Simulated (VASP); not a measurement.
Output of a VASP run:

File OSZICAR:
```
       N       E                     dE             d eps       ncg     rms          rms(c)
DAV:   1     0.243418340053E+03    0.24342E+03   -0.12936E+04   512   0.222E+03
DAV:   2     0.136748985391E+02   -0.22974E+03   -0.22203E+03   792   0.323E+02
DAV:   3    -0.299330379865E+02   -0.43608E+02   -0.38301E+02   704   0.153E+02
DAV:   4    -0.317610762016E+02   -0.18280E+01   -0.18279E+01   800   0.344E+01
DAV:   5    -0.318344240261E+02   -0.73348E-01   -0.73345E-01   792   0.654E+00    0.292E+01
DAV:   6    -0.299043296530E+02    0.19301E+01   -0.98127E+01   768   0.593E+01    0.289E+01
DAV:   7    -0.284099375164E+02    0.14944E+01   -0.20446E+02   776   0.132E+02    0.207E+01
DAV:   8    -0.277268019442E+02    0.68314E+00   -0.38478E+00   632   0.212E+01    0.140E+01
DAV:   9    -0.263357856415E+02    0.13910E+01   -0.65515E+00   768   0.213E+01    0.204E+00
DAV:  10    -0.262925047751E+02    0.43281E-01   -0.24288E-01   904   0.432E+00    0.143E+00
DAV:  11    -0.262657998092E+02    0.26705E-01   -0.47098E-02   736   0.212E+00    0.121E+00
DAV:  12    -0.262348805594E+02    0.30919E-01   -0.13852E-01   672   0.345E+00    0.652E-01
DAV:  13    -0.262389098311E+02   -0.40293E-02   -0.99848E-02   824   0.279E+00    0.914E-01
DAV:  14    -0.262349991963E+02    0.39106E-02   -0.55720E-02   760   0.217E+00    0.146E-01
DAV:  15    -0.262350666819E+02   -0.67486E-04   -0.65202E-03   744   0.786E-01    0.156E-01
DAV:  16    -0.262348819716E+02    0.18471E-03   -0.13842E-03   736   0.380E-01    0.331E-02
DAV:  17    -0.262348947664E+02   -0.12795E-04   -0.71346E-05   736   0.846E-02    0.243E-02
DAV:  18    -0.262348909784E+02    0.37880E-05   -0.84961E-06   808   0.259E-02    0.167E-02
DAV:  19    -0.262348865096E+02    0.44688E-05   -0.22492E-05   728   0.448E-02    0.211E-03
DAV:  20    -0.262348863265E+02    0.18317E-06   -0.22477E-06   880   0.134E-02    0.295E-03
DAV:  21    -0.262348862981E+02    0.28312E-07   -0.47107E-08   352   0.189E-03
   1 F= -.26234886E+02 E0= -.26234886E+02  d E =-.576046E-12
```

OUTCAR:
```
------------------------ aborting loop because EDIFF is reached ----------------------------------------
  FORCE on cell =-STRESS in cart. coord.  units (eV):
  Direction    XX          YY          ZZ          XY          YZ          ZX
  --------------------------------------------------------------------------------------
  Total        0.0422739      0.0422739      0.0422739     -0.0000000      0.0000000     -0.0000000
  in kB        1.6633105      1.6633105      1.6633105     -0.0000000      0.0000000     -0.0000000
  external PRESSURE =       1.6633105 kB  Pullay stress =       0.0000000 kB
  volume of cell :       40.72
      direct lattice vectors                 reciprocal lattice vectors
     0.000000000  2.730610148  2.730610148    -0.183109259  0.183109259  0.183109259
     2.730610148  0.000000000  2.730610148     0.183109259 -0.183109259  0.183109259
     2.730610148  2.730610148  0.000000000     0.183109259  0.183109259 -0.183109259
 POSITION                                       TOTAL-FORCE (eV/Angst)
 -----------------------------------------------------------------------------------
      0.00000      0.00000      0.00000        -0.000000     -0.000000     -0.000000
      1.36531      1.36531      1.36531        -0.000000     -0.000000     -0.000000
      4.09592      4.09592      4.09592         0.000000      0.000000      0.000000
 -----------------------------------------------------------------------------------
    total drift:                                0.000000     -0.000000      0.000000
  FREE ENERGIE OF THE ION-ELECTRON SYSTEM (eV)
  ---------------------------------------------------
  free  energy   TOTEN  =       -26.2348862981 eV

  energy  without entropy=      -26.2348862981  energy(sigma->0) =      -26.23488630
```
(Selected blocks of OUTCAR.)

**POSCAR**
```
CeO2
1
    0.0000000000     2.7306101479     2.7306101479
    2.7306101479     0.0000000000     2.7306101479
    2.7306101479     2.7306101479     0.0000000000
Ce O
1 2
Direct
  0.0000000000   0.0000000000   0.0000000000
  0.2500000000   0.2500000000   0.2500000000
  0.7500000000   0.7500000000   0.7500000000
```

Q: Reconstruct the remaining input files.

A: One answer among several that fit: the input of the run itself, PBE GGA, plane waves, VASP's PBE PAW potentials (set 64).

File KPOINTS:
```
Automatic mesh
0
Gamma
6 6 6
0 0 0
```

**INCAR**
```
PREC=Accurate
LWAVE=.False.
LCHARG=.False.
LREAL=.False.
SIGMA=0.05   ! width (eV)
ENCUT=600
NELM=100
SYSTEM=CeO2
ISIF=2
EDIFF=1E-7
LMAXMIX=6   ! l cut-off of mixed one-centre charges
ISMEAR=0   ! Gaussian
ALGO=Normal   ! blocked Davidson
GGA=PE   ! PBE
LASPH=.True.   ! aspherical one-centre terms
```

POTCAR, in this order: Ce O (PBE.64 set). Program: vasp_std.

The compound is CeO2 in the fluorite structure. It was relaxed first. The run is not spin-polarised, so no magnetic state was tried.
